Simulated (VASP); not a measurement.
Here is the system:

```
CELL_PARAMETERS angstrom
      1.80404     1.04156     4.37769
     -1.80404     1.04156     4.37769
      0.00000    -2.08312     4.37769
ATOMIC_POSITIONS crystal
  In 0.50000 0.50000 0.50000
  Hg 0.00000 0.00000 0.00000
```

These are PBEsol GGA, VASP's PBE PAW potentials (set 64) (plane waves; VASP 6.6.1) values and carry that method's errors. Numerical set-up: 400 eV cut-off, Gaussian smearing of 0.050 eV, potentials In_d Hg.

Q: Give the energies of bands 9 to 15 at the high-symmetry points, in eV from the Fermi level.

A: 
```tsv
band	Γ	T	H2	L	S0	F
9	-7.15	-7.25	-7.12	-7.21	-7.02	-6.95
10	-6.95	-7.01	-6.92	-6.64	-7.02	-6.63
11	-6.95	-7.01	-3.25	-5.03	-3.35	-3.86
12	-0.97	-6.83	-2.79	-4.38	-2.92	-3.17
13	0.52	7.47	-1.64	1.97	-1.76	-1.27
14	6.33	7.47	-1.16	2.04	0.49	-0.65
15	6.33	8.33	3.82	5.21	1.46	2.58
```

It has no gap at this level: it comes out as a metal or semimetal.

The structure comes from a computed database's InHg entry (R-3m); how it stands against other phases isn't given here. It was relaxed first. The electron count is odd and the run is not spin-polarised, which forces a metal.
